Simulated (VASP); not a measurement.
# Band gap of WSe2: mesh and cell

Aim: test what besides the functional moves the gap of WSe2. The starting structure is a measured crystal structure from the Crystallography Open Database. The atoms were first relaxed with LDA in that cell, in a run that isn't shown, and the relaxed structure is the one below.

Program: VASP 6.6.1. Level of theory: Kohn-Sham DFT with plane waves and PAW; LDA. Results are calculated unless marked as measured.

## Step 1: The structure

It takes space group P6_3/mmc (No. 194, hexagonal). Conventional cell: a = 3.282 Å, b = 3.282 Å, c = 12.960 Å, α = 90.00°, β = 90.00°, γ = 120.00°. Nearest to W lie 6 Se at 2.52 Å. Nearest to Se lie 3 W at 2.52 Å. Farther neighbours and most contacts between anions are not listed.

As a file:

```cif
data_structure
_symmetry_space_group_name_H-M 'P6_3/mmc'
_symmetry_Int_Tables_number 194
_cell_length_a 3.2820
_cell_length_b 3.2820
_cell_length_c 12.9600
_cell_angle_alpha 90.000
_cell_angle_beta 90.000
_cell_angle_gamma 120.000
_cell_volume 120.90
loop_
_atom_site_label
_atom_site_type_symbol
_atom_site_symmetry_multiplicity
_atom_site_Wyckoff_symbol
_atom_site_fract_x
_atom_site_fract_y
_atom_site_fract_z
_atom_site_occupancy
W1 W 2 c 0.66667 0.33333 0.75000 1
Se1 Se 4 f 0.66667 0.33333 0.37784 1
```

## Step 2: Reference bands

The input, INCAR:

```
SYSTEM = WSe2
PREC = Accurate
ENCUT = 350
EDIFF = 1E-06
NELM = 100
ISMEAR = 0
SIGMA = 0.03
LREAL = .FALSE.
ALGO = Normal
GGA = CA
NBANDS = 34
LASPH = .TRUE.
LORBIT = 11
LWAVE = .FALSE.
LCHARG = .FALSE.
KPAR = 8
```

The input, POSCAR:

```
WSe2
1.0
    3.2820000000      0.0000000000      0.0000000000
   -1.6410000000      2.8422953752      0.0000000000
    0.0000000000      0.0000000000     12.9600000000
W Se
2 4
Direct
    0.6666666667      0.3333333333      0.7500000000
    0.3333333333      0.6666666667      0.2500000000
    0.6666666667      0.3333333333      0.3778424535
    0.3333333333      0.6666666667      0.8778424535
    0.6666666667      0.3333333333      0.1221575465
    0.3333333333      0.6666666667      0.6221575465
```

The input, KPOINTS:

```
Automatic mesh
0
Gamma
9 9 2
0 0 0
```

The input, KPOINTS_OPT:

```
Line mode
8
Line-mode
Reciprocal
  0.00000000   0.00000000   0.00000000 GAMMA
  0.50000000   0.00000000   0.00000000 M

  0.50000000   0.00000000   0.00000000 M
  0.33333333   0.33333333   0.00000000 K

  0.33333333   0.33333333   0.00000000 K
  0.00000000   0.00000000   0.00000000 GAMMA

  0.00000000   0.00000000   0.00000000 GAMMA
  0.00000000   0.00000000   0.50000000 A

  0.00000000   0.00000000   0.50000000 A
  0.50000000   0.00000000   0.50000000 L

  0.50000000   0.00000000   0.50000000 L
  0.33333333   0.33333333   0.50000000 H

  0.33333333   0.33333333   0.50000000 H
  0.00000000   0.00000000   0.50000000 A

  0.50000000   0.00000000   0.50000000 L
  0.50000000   0.00000000   0.00000000 M

  0.33333333   0.33333333   0.00000000 K
  0.33333333   0.33333333   0.50000000 H
```

The projector-augmented-wave data sets are W and Se (LDA family, release 64).

Started as:

```bash
$ mpirun -np 8 vasp_std
```

What it wrote:

```text
[banner, memory and clock lines left out]
running    8 mpi-ranks, on    1 nodes
 distrk:  each k-point on    1 cores,    8 groups
 distr:  one band on    1 cores,    1 groups

 POSCAR found type information on POSCAR W Se
 POSCAR found :  2 types and       6 ions
|                                                                             |
|           W    W    AA    RRRRR   N    N  II  N    N   GGGG   !!!           |
|           W    W   A  A   R    R  NN   N  II  NN   N  G    G  !!!           |
|           W    W  A    A  R    R  N N  N  II  N N  N  G       !!!           |
|           W WW W  AAAAAA  RRRRR   N  N N  II  N  N N  G  GGG   !            |
|           WW  WW  A    A  R   R   N   NN  II  N   NN  G    G                |
|           W    W  A    A  R    R  N    N  II  N    N   GGGG   !!!           |
|                                                                             |
|     For optimal performance we recommend to set                             |
|       NCORE = 2 up to number-of-cores-per-socket                            |
|     NCORE specifies how many cores store one orbital (NPAR=cpu/NCORE).      |
|     This setting can greatly improve the performance of VASP for DFT.       |
|     The default, NCORE=1 might be grossly inefficient on modern             |
|     multi-core architectures or massively parallel machines. Do your        |
|     Unfortunately you need to use the default for GW and RPA                |
|     calculations (for HF NCORE is supported but not extensively tested      |
|     yet).                                                                   |
|                                                                             |

 LDA part: xc-table for (Slater(with rela. corr.)+CA(PZ))
 , standard interpolation
 POSCAR, INCAR and KPOINTS ok, starting setup
 FFT: planning ... GRIDC
 FFT: planning ... GRID_SOFT
 FFT: planning ... GRID
 WAVECAR not read
 entering main loop
       N       E                     dE             d eps       ncg     rms          rms(c)
DAV:   1     0.116035294913E+03    0.11604E+03   -0.11882E+04  1632   0.669E+02
DAV:   2    -0.416578421393E+02   -0.15769E+03   -0.14797E+03  2080   0.167E+02
DAV:   3    -0.506158878566E+02   -0.89580E+01   -0.88519E+01  2052   0.393E+01
DAV:   4    -0.506917725866E+02   -0.75885E-01   -0.75816E-01  2016   0.397E+00
DAV:   5    -0.506923198505E+02   -0.54726E-03   -0.54715E-03  2038   0.323E-01    0.326E+01
DAV:   6    -0.490755848645E+02    0.16167E+01   -0.30484E+00  2160   0.886E+00    0.126E+01
DAV:   7    -0.488256515142E+02    0.24993E+00   -0.16895E+00  1820   0.709E+00    0.768E+00
DAV:   8    -0.486341338261E+02    0.19152E+00   -0.25704E-01  1988   0.311E+00    0.708E-01
DAV:   9    -0.486348987668E+02   -0.76494E-03   -0.49449E-02  1888   0.100E+00    0.390E-01
DAV:  10    -0.486339814860E+02    0.91728E-03   -0.29081E-03  1944   0.224E-01    0.194E-01
DAV:  11    -0.486337992021E+02    0.18228E-03   -0.34593E-04  1752   0.854E-02    0.191E-01
DAV:  12    -0.486337259126E+02    0.73290E-04   -0.22842E-04  1966   0.649E-02    0.491E-02
DAV:  13    -0.486337269618E+02   -0.10492E-05   -0.16231E-05  1822   0.167E-02    0.186E-02
DAV:  14    -0.486337263591E+02    0.60273E-06   -0.24734E-06  1736   0.686E-03
   1 F= -.48633726E+02 E0= -.48633726E+02  d E =-.344726E-11
 Start KPOINTS_OPT (optional k-point list driver)
k-point batch [1-24\72]
       N       E                     dE             ncg
DAV:   1     0.372390074571E+04   -0.14317E+05     1632
DAV:   2    -0.161559841951E+02   -0.37401E+04     2082
DAV:   3    -0.230413639469E+03   -0.21426E+03     1962
DAV:   4    -0.232196618851E+03   -0.17830E+01     2032
DAV:   5    -0.232210465539E+03   -0.13847E-01     2010
DAV:   6    -0.232210649753E+03   -0.18421E-03     2072
DAV:   7    -0.232210652661E+03   -0.29076E-05     1734
DAV:   8    -0.232210652791E+03   -0.13066E-06     1510
[...]
k-point batch [49-72\72]
       N       E                     dE             ncg
DAV:   1     0.356130981355E+04   -0.19588E+05     1632
DAV:   2    -0.938733850112E+02   -0.36552E+04     2064
DAV:   3    -0.306949950216E+03   -0.21308E+03     1962
DAV:   4    -0.308736882350E+03   -0.17869E+01     1890
DAV:   5    -0.308750297798E+03   -0.13415E-01     1988
DAV:   6    -0.308750463922E+03   -0.16612E-03     1960
DAV:   7    -0.308750466037E+03   -0.21149E-05     1666
DAV:   8    -0.308750466162E+03   -0.12528E-06     1408
```

Wall time 23 s (8 MPI ranks of Intel Xeon Platinum 8375C at 2.90GHz (Ice Lake), shared host); peak memory 1.7 GiB.

Lines that name or quote the potential files are left out of all logs, and their timing lines are given in words.

OUTCAR, selected parts (step 2):

```text
ion  position               nearest neighbor table
   1  0.667  0.333  0.750-   4 2.52   6 2.52   4 2.52   6 2.52   4 2.52   6 2.52
   2  0.333  0.667  0.250-   3 2.52   5 2.52   3 2.52   5 2.52   3 2.52   5 2.52
   3  0.667  0.333  0.378-   2 2.52   2 2.52   2 2.52
   4  0.333  0.667  0.878-   1 2.52   1 2.52   1 2.52
   5  0.667  0.333  0.122-   2 2.52   2 2.52   2 2.52
   6  0.333  0.667  0.622-   1 2.52   1 2.52   1 2.52

  LATTYP: Found a hexagonal cell.
 ALAT       =     3.2820000000
 C/A-ratio  =     3.9488117002

 Subroutine GETGRP returns: Found 24 space group operations
 (whereof 12 operations were pure point group operations)

The static configuration has the point symmetry D_3d.
 The point group associated with its full space group is D_6h.

 Found     24 irreducible k-points:

   k-points           NKPTS =     24   k-points in BZ     NKDIM =     24   number of bands    NBANDS=     34

   dimension x,y,z NGX =    20 NGY =   20 NGZ =   80
   dimension x,y,z NGXF=    40 NGYF=   40 NGZF=  160

   ENCUT  =  350.0 eV  25.72 Ry    5.07 a.u.   5.01  5.01 19.77*2*pi/ulx,y,z

   NELECT =      36.0000    total number of electrons

 k-points in reciprocal lattice and weights: Automatic mesh
   0.00000000  0.00000000  0.00000000       0.006
   0.11111111  0.00000000  0.00000000       0.037
   0.22222222  0.00000000  0.00000000       0.037
   0.33333333  0.00000000  0.00000000       0.037
   0.44444444  0.00000000  0.00000000       0.037
   0.11111111  0.11111111  0.00000000       0.037
   0.22222222  0.11111111  0.00000000       0.074
   0.33333333  0.11111111  0.00000000       0.074
   0.44444444  0.11111111  0.00000000       0.037
[...]
0.33333333  0.22222222  0.50000000       0.074
   0.33333333  0.33333333  0.50000000       0.012

 average (electrostatic) potential at core
       1 -40.9146       2 -40.9146       3 -59.2325       4 -59.2325       5 -59.2325
       6 -59.2325

 E-fermi :   5.5204

 k-point     1 :       0.0000    0.0000    0.0000
  band No.  band energies     occupation
    ...
     14       3.8043      2.00000
     15       3.8043      2.00000
     16       4.2476      2.00000
     17       4.3561      2.00000
     18       5.3959      2.00000
     19       8.0383      0.00000
     20       8.0383      0.00000
     21       8.0862      0.00000
     22       8.0862      0.00000
     23       8.1746      0.00000
    ...

 k-point     2 :       0.1111    0.0000    0.0000
  band No.  band energies     occupation
    ...
     14       3.5066      2.00000
     15       3.7145      2.00000
     16       4.2826      2.00000
     17       4.5627      2.00000
     18       5.0824      2.00000
     19       7.5362      0.00000
     20       7.6947      0.00000
     21       7.8232      0.00000
     22       7.8920      0.00000
     23       7.9128      0.00000
    ...

 k-point     3 :       0.2222    0.0000    0.0000
  band No.  band energies     occupation
    ...
     14       3.2629      2.00000
     15       3.3048      2.00000
     16       4.0887      2.00000
     17       4.1350      2.00000
     18       4.2928      2.00000
     19       6.7261      0.00000
     20       7.4625      0.00000
     21       7.5634      0.00000
     22       7.6599      0.00000
     23       7.7190      0.00000
    ...

  Total       -1.9891006     -1.9891006     -0.6083108     -0.0000000     -0.0000000      0.0000000
  in kB      -26.3605550    -26.3605550     -8.0616380     -0.0000000     -0.0000000      0.0000000
  external PRESSURE =     -20.2609160 kB  Pullay stress =       0.0000000 kB

  energy-cutoff  :      350.00
  volume of cell :      120.90
      direct lattice vectors                 reciprocal lattice vectors
     3.282000000  0.000000000  0.000000000     0.304692261  0.175914159  0.000000000
    -1.641000000  2.842295375  0.000000000     0.000000000  0.351828318  0.000000000
     0.000000000  0.000000000 12.960000000     0.000000000  0.000000000  0.077160494

 POSITION                                       TOTAL-FORCE (eV/Angst)
 -----------------------------------------------------------------------------------
      1.64100      0.94743      9.72000        -0.000000      0.000000      0.000000
     -0.00000      1.89486      3.24000         0.000000     -0.000000      0.000000
      1.64100      0.94743      4.89684        -0.000000     -0.000000     -0.000803
     -0.00000      1.89486     11.37684        -0.000000      0.000000     -0.000803
      1.64100      0.94743      1.58316         0.000000     -0.000000      0.000803
     -0.00000      1.89486      8.06316        -0.000000      0.000000      0.000803
 -----------------------------------------------------------------------------------
    total drift:                               -0.000000      0.000000     -0.000000

  FREE ENERGIE OF THE ION-ELECTRON SYSTEM (eV)
  ---------------------------------------------------
  free  energy   TOTEN  =       -48.6337263591 eV

  energy  without entropy=      -48.6337263591  energy(sigma->0) =      -48.63372636

 total charge
# of ion       s       p       d       tot
------------------------------------------
    1        0.543   0.628   4.257   5.429
    2        0.543   0.628   4.257   5.429
    3        1.479   2.355   0.073   3.907
    4        1.479   2.355   0.073   3.907
    5        1.479   2.355   0.073   3.907
    6        1.479   2.355   0.073   3.907
--------------------------------------------------
tot          7.004  10.677   8.805  26.486

[... 3 further parts left out ...]
```

Spin-orbit coupling is off here; with elements this heavy it can split and shift levels by tenths of an eV. At this level the cell is under a tension of 2.0 GPa, so at these settings it is away from equilibrium. The data set W keeps the semicore shell frozen, which is cheaper and a little less accurate.

The reference gap is 0.915 eV.

## Step 3: Bands with cell and atoms relaxed by LDA

Against step 2 the input has another starting structure. The cell comes from a relaxation at this level, not shown (117.37 Å³).

INCAR is that of step 2.

The input, POSCAR:

```
WSe2
1.0
    3.2496494713      0.0000000000      0.0000000000
   -1.6248247356      2.8142789955      0.0000000000
    0.0000000000      0.0000000000     12.8334794717
W Se
2 4
Direct
    0.6666666667      0.3333333333      0.7500000000
    0.3333333333      0.6666666667      0.2500000000
    0.6666666667      0.3333333333      0.3799731904
    0.3333333333      0.6666666667      0.8799731904
    0.6666666667      0.3333333333      0.1200268096
    0.3333333333      0.6666666667      0.6200268096
```

KPOINTS is that of step 2.

KPOINTS_OPT is that of step 2.

Started as:

```bash
$ mpirun -np 8 vasp_std
```

What it wrote:

```text
[banner, memory and clock lines left out]
running    8 mpi-ranks, on    1 nodes
[...]
[... a notice as in an earlier step ...]

 LDA part: xc-table for (Slater(with rela. corr.)+CA(PZ))
 , standard interpolation
 POSCAR, INCAR and KPOINTS ok, starting setup
[...]
entering main loop
       N       E                     dE             d eps       ncg     rms          rms(c)
DAV:   1     0.116851904809E+03    0.11685E+03   -0.11980E+04  1632   0.673E+02
DAV:   2    -0.414106227123E+02   -0.15826E+03   -0.14828E+03  2090   0.168E+02
DAV:   3    -0.505807966985E+02   -0.91702E+01   -0.90657E+01  2048   0.398E+01
DAV:   4    -0.506556388668E+02   -0.74842E-01   -0.74779E-01  1974   0.395E+00
[...]
DAV:  12    -0.486553615457E+02    0.79890E-04   -0.23303E-04  1984   0.661E-02    0.509E-02
DAV:  13    -0.486553625111E+02   -0.96535E-06   -0.16751E-05  1834   0.169E-02    0.176E-02
DAV:  14    -0.486553618217E+02    0.68937E-06   -0.22414E-06  1622   0.654E-03
   1 F= -.48655362E+02 E0= -.48655362E+02  d E =-.109670E-21
 Start KPOINTS_OPT (optional k-point list driver)
k-point batch [1-24\72]
       N       E                     dE             ncg
DAV:   1     0.397455404065E+04   -0.14280E+05     1632
DAV:   2     0.222994669601E+03   -0.37516E+04     2048
DAV:   3     0.920525357947E+01   -0.21379E+03     1968
DAV:   4     0.743525328717E+01   -0.17700E+01     2032
DAV:   5     0.742234514978E+01   -0.12908E-01     2012
DAV:   6     0.742217590803E+01   -0.16924E-03     2054
DAV:   7     0.742217369587E+01   -0.22122E-05     1740
DAV:   8     0.742217359752E+01   -0.98351E-07     1436
[...]
k-point batch [49-72\72]
       N       E                     dE             ncg
DAV:   1     0.380165110481E+04   -0.19574E+05     1632
DAV:   2     0.140024124615E+03   -0.36616E+04     2034
DAV:   3    -0.712542894146E+02   -0.21128E+03     1972
DAV:   4    -0.730063934167E+02   -0.17521E+01     1926
DAV:   5    -0.730187264463E+02   -0.12333E-01     1948
DAV:   6    -0.730188849602E+02   -0.15851E-03     1974
DAV:   7    -0.730188873297E+02   -0.23694E-05     1600
DAV:   8    -0.730188874377E+02   -0.10806E-06     1446
```

Run time: 26 s. Hardware: 8 MPI ranks; peak memory 1.7 GiB; 3.3 min of CPU time.

(Continued in part 2 of 2.)

[Lines on the potential files, build, host, timing and source positions are cut from VASP's logs without a mark.]

[Logs are printed without paths, hosts, clocks, repeated set-up lines and the standing remarks that a program may print on its own settings, such as how far it seeks lower states.]

[Hosts, paths, dates, database ids (printed as entryN), source tags and the programs' standing remarks are cut or masked in the printed files.]
